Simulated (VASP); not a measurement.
# A VASP study of AlCr2C (PBEsol + U): structure first, properties next, part 8 of 8

What structure does AlCr2C take at this level, and what are its properties? The start is a computed cell from the Materials Project.

VASP 6.6.1; PBEsol, DFT+U (Cr d 3 eV), spin-polarised from a ferromagnetic start; plane waves and PAW (Al, Cr_pv, C).

Still holding for the runs below: The magnetic state follows from one typed start and may not be the lowest.

So far, moment of the cell, from the last line of the log (μB): step 2 (full relaxation (PBEsol + U)) 10.9; step 4 (density, ELF and potential (PBEsol + U)) 10.9; step 5 (band structure (PBEsol + U)) 10.9; step 6 (total and projected DOS (PBEsol + U)) 11.0; step 7 (electric field gradients (PBEsol + U)) 10.9. The relaxed cell has a = 2.976, c = 13.174 Å (conventional setting).

## 8. Zone-centre phonons (PBEsol + U)

Zone-centre modes test whether the atoms sit at a minimum within this cell. IBRION = 6 takes the force constants from differences of forces between displaced cells, so the forces must be tight.

Input file INCAR:

```
SYSTEM = AlCr2C
PREC = Accurate
ENCUT = 520
EDIFF = 1E-08
NELM = 100
ISMEAR = 1
SIGMA = 0.2
LREAL = .FALSE.
ALGO = Normal
GGA = PS
NBANDS = 50
ISPIN = 2
MAGMOM = -0.1 -0.1 2.961 2.961 2.961 2.961 -0.354 -0.354
LDAU = .TRUE.
LDAUTYPE = 2
LDAUL = -1 2 -1
LDAUU = 0 3 0
LDAUJ = 0 0 0
LDAUPRINT = 1
LASPH = .TRUE.
LMAXMIX = 4
LORBIT = 11
LWAVE = .FALSE.
LCHARG = .FALSE.
KPAR = 4
IBRION = 6
NFREE = 2
POTIM = 0.015
ISIF = 2
NSW = 1
```

Input file POSCAR:

```
AlCr2C
1.0
    2.9755630427      0.0000000000      0.0000000000
   -1.4877815214      2.5769131855      0.0000000000
    0.0000000000      0.0000000000     13.1743114470
Al Cr C
2 4 2
Direct
    0.6666666700      0.3333333300      0.2500000000
    0.3333333300      0.6666666700      0.7500000000
    0.3333333300      0.6666666700      0.4141913893
    0.6666666700      0.3333333300      0.9141913893
    0.6666666700      0.3333333300      0.5858086107
    0.3333333300      0.6666666700      0.0858086107
    0.0000000000      0.0000000000      0.5000000000
    0.0000000000      0.0000000000      0.0000000000
```

Input file KPOINTS:

```
Automatic mesh
0
Gamma
12 12 3
0 0 0
```

PAW data sets: Al, Cr_pv and C (PBE family, release 64).

Started as:

```
> mpirun -np 4 vasp_std
```

Log:

```text
[... set-up lines as in an earlier step ...]
 entering main loop
       N       E                     dE             d eps       ncg     rms          rms(c)
DAV:   1     0.722132055294E+03    0.72213E+03   -0.32246E+04  7608   0.134E+03
DAV:   2    -0.161919744079E+02   -0.73832E+03   -0.70108E+03  7652   0.425E+02
DAV:   3    -0.677451126571E+02   -0.51553E+02   -0.49346E+02  8790   0.118E+02
DAV:   4    -0.696396345990E+02   -0.18945E+01   -0.18824E+01  8532   0.207E+01
DAV:   5    -0.696834261980E+02   -0.43792E-01   -0.43775E-01 10068   0.315E+00    0.403E+01
DAV:   6    -0.633507073485E+02    0.63327E+01   -0.10716E+02  9290   0.752E+01    0.355E+01
DAV:   7    -0.564580470696E+02    0.68927E+01   -0.37501E+01  8612   0.469E+01    0.961E+00
DAV:   8    -0.569463037469E+02   -0.48826E+00   -0.34658E+00  8238   0.694E+00    0.476E+00
DAV:   9    -0.571775455041E+02   -0.23124E+00   -0.68519E-01  9158   0.450E+00    0.328E+00
DAV:  10    -0.571259100529E+02    0.51635E-01   -0.28463E-01  9244   0.387E+00    0.179E+00
DAV:  11    -0.571696137898E+02   -0.43704E-01   -0.10062E-01  8628   0.182E+00    0.816E-01
DAV:  12    -0.571791176658E+02   -0.95039E-02   -0.12287E-02 10284   0.519E-01    0.443E-01
DAV:  13    -0.571814800518E+02   -0.23624E-02   -0.28258E-03 10342   0.217E-01    0.303E-01
DAV:  14    -0.571832453437E+02   -0.17653E-02   -0.48598E-04  9520   0.108E-01    0.155E-01
DAV:  15    -0.571837827456E+02   -0.53740E-03   -0.42865E-04  9474   0.849E-02    0.629E-02
DAV:  16    -0.571838131520E+02   -0.30406E-04   -0.95279E-05  8844   0.564E-02    0.308E-02
DAV:  17    -0.571838170104E+02   -0.38585E-05   -0.15324E-05 10162   0.252E-02    0.184E-02
DAV:  18    -0.571838223984E+02   -0.53879E-05   -0.37052E-06  9702   0.128E-02    0.642E-03
DAV:  19    -0.571838234401E+02   -0.10418E-05   -0.78264E-07  9964   0.450E-03    0.247E-03
DAV:  20    -0.571838236279E+02   -0.18772E-06   -0.96096E-08  9420   0.161E-03    0.110E-03
DAV:  21    -0.571838236052E+02    0.22699E-07   -0.29767E-08  7718   0.969E-04    0.415E-04
DAV:  22    -0.571838235553E+02    0.49816E-07   -0.33901E-09  4738   0.326E-04    0.240E-04
DAV:  23    -0.571838235385E+02    0.16825E-07   -0.90330E-10  4700   0.175E-04    0.719E-05
DAV:  24    -0.571838235385E+02    0.11823E-10   -0.31500E-10  4682   0.925E-05
   1 F= -.57183824E+02 E0= -.57183929E+02  d E =0.316939E-03  mag=    10.9274
 Found     6 degrees of freedom:
 Finite differences POTIM= 0.01500 DOF=   6
 bond charge predicted
       N       E                     dE             d eps       ncg     rms          rms(c)
DAV:   1    -0.571835564855E+02    0.26705E-03   -0.14930E-02 30056   0.327E-01    0.270E-02
DAV:   2    -0.571835746044E+02   -0.18119E-04   -0.12054E-04 33246   0.525E-02    0.160E-02
DAV:   3    -0.571835759371E+02   -0.13327E-05   -0.44423E-06 34342   0.106E-02    0.964E-03
DAV:   4    -0.571835764871E+02   -0.54999E-06   -0.11550E-06 35858   0.945E-03    0.502E-03
DAV:   5    -0.571835767058E+02   -0.21873E-06   -0.12399E-06 38874   0.159E-02    0.376E-03
DAV:   6    -0.571835766195E+02    0.86339E-07   -0.53059E-07 38072   0.108E-02    0.892E-04
DAV:   7    -0.571835766206E+02   -0.10568E-08   -0.45733E-08 31822   0.193E-03
   2 F= -.57183577E+02 E0= -.57183682E+02  d E =0.316576E-03  mag=    10.9274
[... from here on, the cycles between the ionic steps are left out ...]
   3 F= -.57183577E+02 E0= -.57183682E+02  d E =0.316576E-03  mag=    10.9274
   4 F= -.57182987E+02 E0= -.57183094E+02  d E =0.319568E-03  mag=    10.9268
   5 F= -.57182987E+02 E0= -.57183094E+02  d E =0.319564E-03  mag=    10.9268
   6 F= -.57183072E+02 E0= -.57183180E+02  d E =0.325444E-03  mag=    10.9275
   7 F= -.57183072E+02 E0= -.57183180E+02  d E =0.325443E-03  mag=    10.9275
   8 F= -.57181950E+02 E0= -.57181967E+02  d E =0.513348E-04  mag=    10.9104
   9 F= -.57182716E+02 E0= -.57182937E+02  d E =0.664677E-03  mag=    10.9428
  10 F= -.57182638E+02 E0= -.57182744E+02  d E =0.317379E-03  mag=    10.9276
  11 F= -.57182638E+02 E0= -.57182744E+02  d E =0.317417E-03  mag=    10.9276
  12 F= -.57182982E+02 E0= -.57183087E+02  d E =0.314036E-03  mag=    10.9276
 Finite differences progress:
  Degree of freedom:   6/  6
  Displacement:        1/  2
  Total:              11/ 12
 bond charge predicted
       N       E                     dE             d eps       ncg     rms          rms(c)
DAV:   1    -0.571816571326E+02    0.13250E-02   -0.17273E+00 10224   0.412E+00    0.489E-01
DAV:   2    -0.571856996910E+02   -0.40426E-02   -0.38272E-02 12436   0.184E+00    0.654E-01
DAV:   3    -0.571829232812E+02    0.27764E-02   -0.89088E-03 12528   0.109E+00    0.221E-01
DAV:   4    -0.571829490581E+02   -0.25777E-04   -0.22014E-03 12190   0.368E-01    0.128E-01
DAV:   5    -0.571829541516E+02   -0.50934E-05   -0.60513E-04 12880   0.324E-01    0.733E-02
DAV:   6    -0.571829728460E+02   -0.18694E-04   -0.30500E-04 12808   0.194E-01    0.494E-02
DAV:   7    -0.571829755314E+02   -0.26854E-05   -0.17091E-04 12848   0.111E-01    0.329E-02
DAV:   8    -0.571829741039E+02    0.14276E-05   -0.77585E-05 13012   0.612E-02    0.195E-02
DAV:   9    -0.571829784480E+02   -0.43442E-05   -0.19633E-05 12564   0.383E-02    0.111E-02
DAV:  10    -0.571829810396E+02   -0.25916E-05   -0.40896E-06 12568   0.221E-02    0.537E-03
DAV:  11    -0.571829818117E+02   -0.77213E-06   -0.10106E-06 12850   0.601E-03    0.313E-03
DAV:  12    -0.571829820486E+02   -0.23688E-06   -0.32376E-07 12756   0.367E-03    0.165E-03
DAV:  13    -0.571829821154E+02   -0.66761E-07   -0.88782E-08 11480   0.171E-03    0.705E-04
DAV:  14    -0.571829821230E+02   -0.75661E-08   -0.13426E-08  7500   0.112E-03
  13 F= -.57182982E+02 E0= -.57183087E+02  d E =0.314016E-03  mag=    10.9276
 Finite differences progress:
  Degree of freedom:   6/  6
  Displacement:        2/  2
  Total:              12/ 12
```

The job ended after 34 min (4 MPI ranks of Intel Xeon 6975P-C (Granite Rapids), shared host; peak memory 9.3 GiB; 1.9 h of CPU time).

From OUTCAR (step 8):

```text
   k-points           NKPTS =     38   k-points in BZ     NKDIM =     38   number of bands    NBANDS=     50

   NELECT =      62.0000    total number of electrons

atom =   3  type =  2  l = 2

 onsite density matrix

spin component  1

  0.7395 -0.0000  0.0000 -0.0690 -0.0000
 -0.0000  0.7136  0.0000 -0.0000 -0.0690
  0.0000  0.0000  0.7008 -0.0000 -0.0000
 -0.0690 -0.0000 -0.0000  0.7136  0.0000
 -0.0000 -0.0690 -0.0000  0.0000  0.7395

spin component  2

  0.1243  0.0000  0.0000  0.0786  0.0000
  0.0000  0.1668 -0.0000 -0.0000  0.0786
  0.0000 -0.0000  0.0777  0.0000 -0.0000
  0.0786 -0.0000  0.0000  0.1668 -0.0000
  0.0000  0.0786 -0.0000 -0.0000  0.1243

 occupancies and eigenvectors

  o =  0.0641  v =  0.0000  0.0000  0.0000  0.0000  0.0000  0.2553 -0.5756  0.0000 -0.1955  0.7518      0.0000  0.0000  0.0000  0.0000  0.0000  0.0000  0.0000  0.0000  0.0000  0.0000
  o =  0.0641  v =  0.0000  0.0000  0.0000  0.0000  0.0000 -0.7518 -0.1955  0.0000  0.5756  0.2553      0.0000  0.0000  0.0000  0.0000  0.0000  0.0000  0.0000  0.0000  0.0000  0.0000
  o =  0.0777  v =  0.0000  0.0000  0.0000  0.0000  0.0000  0.0000  0.0000  1.0000 -0.0000 -0.0000      0.0000  0.0000  0.0000  0.0000  0.0000  0.0000  0.0000  0.0000  0.0000  0.0000
  o =  0.2270  v =  0.0000  0.0000  0.0000  0.0000  0.0000  0.2880  0.6992 -0.0000  0.3762  0.5354      0.0000  0.0000  0.0000  0.0000  0.0000  0.0000  0.0000  0.0000  0.0000  0.0000
  o =  0.2270  v =  0.0000  0.0000  0.0000  0.0000  0.0000 -0.5354  0.3762 -0.0000 -0.6992  0.2880      0.0000  0.0000  0.0000  0.0000  0.0000  0.0000  0.0000  0.0000  0.0000  0.0000
  o =  0.6563  v = -0.2551 -0.7056 -0.0000 -0.3077 -0.5851  0.0000  0.0000  0.0000  0.0000  0.0000      0.0000  0.0000  0.0000  0.0000  0.0000  0.0000  0.0000  0.0000  0.0000  0.0000
  o =  0.6563  v = -0.5851  0.3077  0.0000 -0.7056  0.2551  0.0000  0.0000  0.0000  0.0000  0.0000      0.0000  0.0000  0.0000  0.0000  0.0000  0.0000  0.0000  0.0000  0.0000  0.0000
  o =  0.7008  v = -0.0000  0.0000 -1.0000 -0.0000  0.0000  0.0000  0.0000  0.0000  0.0000  0.0000      0.0000  0.0000  0.0000  0.0000  0.0000  0.0000  0.0000  0.0000  0.0000  0.0000
  o =  0.7968  v =  0.3351 -0.5747 -0.0000 -0.2778  0.6930  0.0000  0.0000  0.0000  0.0000  0.0000      0.0000  0.0000  0.0000  0.0000  0.0000  0.0000  0.0000  0.0000  0.0000  0.0000
  o =  0.7968  v = -0.6930 -0.2778 -0.0000  0.5747  0.3351  0.0000  0.0000  0.0000  0.0000  0.0000      0.0000  0.0000  0.0000  0.0000  0.0000  0.0000  0.0000  0.0000  0.0000  0.0000

atom =   4  type =  2  l = 2

 onsite density matrix

spin component  1

  0.7425  0.0000  0.0000  0.0686  0.0000
  0.0000  0.7141 -0.0000 -0.0000  0.0686
  0.0000 -0.0000  0.7027  0.0000 -0.0000
  0.0686 -0.0000  0.0000  0.7141 -0.0000
  0.0000  0.0686 -0.0000 -0.0000  0.7425

spin component  2

  0.1204 -0.0000  0.0000 -0.0765  0.0000
 -0.0000  0.1642  0.0000 -0.0000 -0.0765
  0.0000  0.0000  0.0758 -0.0000 -0.0000
 -0.0765 -0.0000 -0.0000  0.1642  0.0000
  0.0000 -0.0765 -0.0000  0.0000  0.1204

 occupancies and eigenvectors

  o =  0.0627  v =  0.0000  0.0000  0.0000  0.0000  0.0000  0.3439  0.5432  0.0000  0.2592  0.7207      0.0000  0.0000  0.0000  0.0000  0.0000  0.0000  0.0000  0.0000  0.0000  0.0000
  o =  0.0627  v =  0.0000  0.0000  0.0000  0.0000  0.0000 -0.7207  0.2592  0.0000 -0.5432  0.3439      0.0000  0.0000  0.0000  0.0000  0.0000  0.0000  0.0000  0.0000  0.0000  0.0000
  o =  0.0758  v =  0.0000  0.0000  0.0000  0.0000  0.0000  0.0000 -0.0000  1.0000  0.0000 -0.0000      0.0000  0.0000  0.0000  0.0000  0.0000  0.0000  0.0000  0.0000  0.0000  0.0000
  o =  0.2219  v =  0.0000  0.0000  0.0000  0.0000  0.0000  0.2599 -0.7203 -0.0000 -0.3448  0.5429      0.0000  0.0000  0.0000  0.0000  0.0000  0.0000  0.0000  0.0000  0.0000  0.0000
  o =  0.2219  v =  0.0000  0.0000  0.0000  0.0000  0.0000 -0.5429 -0.3448 -0.0000  0.7203  0.2599      0.0000  0.0000  0.0000  0.0000  0.0000  0.0000  0.0000  0.0000  0.0000  0.0000
[...]
1.487782  0.858971  3.293578     0.000000   -0.000000    0.421586
     -0.000000  1.717942  9.880734     0.000000   -0.000000   -0.421586
     -0.000000  1.717942  5.456686     0.000000   -0.000000   -0.401413
      1.487782  0.858971 12.043842    -0.000000    0.000000    0.401413
      1.487782  0.858971  7.717625     0.000000    0.000000    0.401413
     -0.000000  1.717942  1.130469    -0.000000    0.000000   -0.401413
      0.000000  0.000000  6.587156    -0.000000    0.000000   -0.000000
      0.000000  0.000000  0.000000    -0.000000   -0.000000   -0.000000

   8 f  =    9.576107 THz    60.168454 2PiTHz  319.424544 cm-1    39.603578 meV
             X         Y         Z           dx          dy          dz
      1.487782  0.858971  3.293578    -0.000000   -0.000000    0.000000
     -0.000000  1.717942  9.880734     0.000000   -0.000000   -0.000000
     -0.000000  1.717942  5.456686     0.000000   -0.000000   -0.500000
      1.487782  0.858971 12.043842    -0.000000   -0.000000   -0.500000
      1.487782  0.858971  7.717625     0.000000    0.000000    0.500000
     -0.000000  1.717942  1.130469     0.000000   -0.000000    0.500000
      0.000000  0.000000  6.587156    -0.000000    0.000000   -0.000000
      0.000000  0.000000  0.000000     0.000000    0.000000   -0.000000

   9 f  =    9.148338 THz    57.480702 2PiTHz  305.155702 cm-1    37.834468 meV
             X         Y         Z           dx          dy          dz
      1.487782  0.858971  3.293578     0.000000   -0.000000   -0.636167
     -0.000000  1.717942  9.880734     0.000000   -0.000000   -0.636167
     -0.000000  1.717942  5.456686    -0.000000    0.000000    0.197387
      1.487782  0.858971 12.043842    -0.000000   -0.000000    0.197387
      1.487782  0.858971  7.717625    -0.000000    0.000000    0.197387
     -0.000000  1.717942  1.130469    -0.000000   -0.000000    0.197387
      0.000000  0.000000  6.587156     0.000000    0.000000    0.131786
      0.000000  0.000000  0.000000     0.000000    0.000000    0.131786

  10 f  =    6.269607 THz    39.393105 2PiTHz  209.131592 cm-1    25.929001 meV
             X         Y         Z           dx          dy          dz
      1.487782  0.858971  3.293578     0.000000    0.000000   -0.567684
     -0.000000  1.717942  9.880734    -0.000000   -0.000000    0.567684
     -0.000000  1.717942  5.456686    -0.000000   -0.000000   -0.298106
      1.487782  0.858971 12.043842    -0.000000    0.000000    0.298106
      1.487782  0.858971  7.717625     0.000000    0.000000    0.298106
     -0.000000  1.717942  1.130469     0.000000   -0.000000   -0.298106
      0.000000  0.000000  6.587156     0.000000   -0.000000   -0.000000
      0.000000  0.000000  0.000000    -0.000000   -0.000000    0.000000

  11 f  =    6.155772 THz    38.677854 2PiTHz  205.334441 cm-1    25.458215 meV
             X         Y         Z           dx          dy          dz
      1.487782  0.858971  3.293578    -0.278597    0.133237    0.000000
     -0.000000  1.717942  9.880734     0.278597   -0.133237   -0.000000
     -0.000000  1.717942  5.456686     0.405779   -0.194060    0.000000
      1.487782  0.858971 12.043842    -0.405779    0.194060   -0.000000
    [... 144 further lines ...]
     -0.000000  1.717942  1.130469    -0.330772   -0.269603    0.000000
      0.000000  0.000000  6.587156    -0.158879   -0.129497    0.000000
      0.000000  0.000000  0.000000    -0.158879   -0.129497    0.000000

 ELASTIC MODULI CONTR FROM IONIC RELAXATION (kBar)
 Direction    XX          YY          ZZ          XY          YZ          ZX
 --------------------------------------------------------------------------------
 XX        -121.6859    -32.5749    -80.2001      0.0000     -0.0000      0.0000
 YY         -32.5749   -121.6859    -80.2001      0.0000      0.0000     -0.0000
 ZZ         -80.2001    -80.2001    -83.3920      0.0000      0.0000      0.0000
 XY           0.0000      0.0000      0.0000    -44.5555      0.0000      0.0000
 YZ          -0.0000      0.0000      0.0000      0.0000   -184.5928      0.0000
 ZX           0.0000     -0.0000      0.0000      0.0000      0.0000   -184.5919
 --------------------------------------------------------------------------------

 magnetization (x)
# of ion       s       p       d       tot
------------------------------------------
    1       -0.037  -0.064   0.000  -0.101
    2       -0.037  -0.064   0.000  -0.101
    3       -0.001  -0.000   2.962   2.960
    4       -0.001  -0.000   2.962   2.960
    5       -0.001  -0.000   2.962   2.960
    6       -0.001  -0.000   2.962   2.960
    7       -0.046  -0.308   0.000  -0.354
    8       -0.046  -0.308   0.000  -0.354
--------------------------------------------------
tot         -0.171  -0.746  11.846  10.930

[... 7 parts as in an earlier step ...]

[... 14 further parts left out ...]
[key lines of the parts left out:]
E-fermi :   8.2385
```

CONTCAR:

```
AlCr2C
   1.00000000000000
     2.9755630427000002    0.0000000000000000    0.0000000000000000
    -1.4877815214000001    2.5769131855000000    0.0000000000000000
     0.0000000000000000    0.0000000000000000   13.1743114469999991
  Al              Cr              C
     2     4     2
Direct
     0.6666666699999979    0.3333333300000021    0.2500000000000000
     0.3333333300000021    0.6666666699999979    0.7500000000000000
     0.3333333300000021    0.6666666699999979    0.4141913893000009
     0.6666666699999979    0.3333333300000021    0.9141913893000009
     0.6666666699999979    0.3333333300000021    0.5858086106999991
     0.3333333300000021    0.6666666699999979    0.0858086106999991
     0.0000000000000000    0.0000000000000000    0.4988614205713639
     0.0000000000000000    0.0000000000000000    0.0000000000000000
```

The last energy, forces, stress and levels in OUTCAR belong to the last displaced cell, not to the cell of POSCAR. A U on the itinerant d states of such a compound is hard to justify; it moves the bands at the Fermi level.

Numbers from this step:

* irreducible k-points: 38
* pressure of the cell: -0.01172 GPa
* largest force of the cell: 0.02515 eV/Å

Modes at Γ, with each element's share of the kinetic energy:

| mode | frequency (cm⁻¹) | symmetry | Al % | Cr % | C % |
| --- | --- | --- | --- | --- | --- |
| 1 | -0.2 | acoustic | 19 | 73 | 8 |
| 2 | -0.2 | acoustic | 19 | 73 | 8 |
| 3 | -0.1 | acoustic | 19 | 73 | 8 |
| 4 | 75.7 | E2u | 0 | 90 | 10 |
| 5 | 75.7 | E2u | 0 | 90 | 10 |
| 6 | 132.1 | E2g | 81 | 19 | 0 |
| 7 | 132.1 | E2g | 81 | 19 | 0 |
| 8 | 146.9 | Bu | 0 | 89 | 11 |
| 9 | 164.6 | E1u | 81 | 17 | 2 |
| 10 | 164.6 | E1u | 81 | 17 | 2 |
| 11 | 195.3 | E1g | 0 | 100 | 0 |
| 12 | 195.3 | E1g | 0 | 100 | 0 |
| 13 | 205.3 | E2g | 19 | 81 | 0 |
| 14 | 205.3 | E2g | 19 | 81 | 0 |
| 15 | 209.1 | Bg | 64 | 36 | 0 |
| 16 | 305.2 | A2u | 81 | 16 | 3 |
| 17 | 319.4 | A1g | 0 | 100 | 0 |
| 18 | 359.4 | Bg | 36 | 64 | 0 |
| 19 | 426.2 | A2u | 0 | 12 | 88 |
| 20 | 437.5 | Bu | 0 | 11 | 89 |
| 21 | 512.5 | E2u | 0 | 10 | 90 |
| 22 | 512.5 | E2u | 0 | 10 | 90 |
| 23 | 514.4 | E1u | 0 | 10 | 90 |
| 24 | 514.4 | E1u | 0 | 10 | 90 |

Displacements in mode 4 (75.7 cm⁻¹), the largest set to 1:
```
Al1  0.00  0.00  0.00
Al2  0.00  0.00  0.00
Cr3  0.48  1.00  0.00
Cr4 -0.48 -1.00  0.00
Cr5  0.48  1.00  0.00
Cr6 -0.48 -1.00  0.00
C7   0.47  0.99  0.00
C8  -0.47 -0.99  0.00
```

Displacements in mode 6 (132.1 cm⁻¹), the largest set to 1:
```
Al1 -0.48 -1.00  0.00
Al2  0.48  1.00  0.00
Cr3 -0.12 -0.25  0.00
Cr4  0.12  0.25  0.00
Cr5  0.12  0.25  0.00
Cr6 -0.12 -0.25  0.00
C7   0.00  0.00  0.00
C8   0.00  0.00  0.00
```

The three acoustic modes lie within 0.2 cm⁻¹ of zero, and all others are real. By the characters of their eigenvectors the optical modes sort into (cm⁻¹) Raman active: E2g 132, E1g 195, E2g 205, A1g 319; infrared active: E1u 165, A2u 305, A2u 426, E1u 514; silent: E2u 76, Bu 147, Bg 209, Bg 359, Bu 437, E2u 513. B labels carry no number here, since it depends on the setting of the axes. With a centre of inversion no mode is active in both.

## 9. What came out

| Property | Result |
| --- | --- |
| relaxed volume | 12.63 Å³/atom |
| relaxed conventional cell a, b, c | 2.976, 2.976, 13.174 Å; angles 90.0, 90.0, 120.0° |
| space group after relaxing, within 0.02 Å | P6_3/mmc (No. 194) |
| moment of the cell (13×13×3 mesh) | 11.0 μB |
| largest site moment (13×13×3 mesh) | 2.97 μB on Cr3 |
| band gap | none, a metal |
| DOS at the Fermi level | 3.32 states/eV/cell |
| largest field gradient Vzz | -45.59 V/Å² on Al1 |
| highest zone-centre mode | 514 cm⁻¹ |

In words: With PBEsol + U, AlCr2C relaxes to 12.63 Å³/atom in space group P6_3/mmc, comes out as a metal and keeps moments of up to 2.97 μB (13×13×3 mesh). Band structure (PBEsol + U), spin up: Of the bands kept, 4 cross the Fermi level on this path. Band structure (PBEsol + U), spin down: Of the bands kept, 4 cross the Fermi level on this path. Zone-centre phonons (PBEsol + U): The highest mode in this list at Γ, 514.4 cm⁻¹, is mostly motion of C (90 % of the kinetic energy). The k-sampling is coarse for a metal, so the Fermi level, moments, pressures and the shape of the cell carry errors. Only the typed magnetic starts were tried, so the magnetic ground state may differ and with it the other results. Modes at Γ alone can't show that the crystal is stable at other wave vectors. In such a metal, moments, volume and the states at the Fermi level hinge on the chosen U. No search among competing phases was made, and a listed structure need not be the one stable at ambient conditions. All values are for a static lattice at zero temperature.

[Lines on the potential files, build, host, timing and source positions are cut from VASP's logs without a mark.]

[Logs are printed without paths, hosts, clocks, repeated set-up lines and the standing remarks that a program may print on its own settings, such as how far it seeks lower states.]

[Hosts, paths, dates, database ids (printed as entryN), source tags and the programs' standing remarks are cut or masked in the printed files.]

[A measured line is paired with the nearest computed mode of its activity, which favours agreement.]
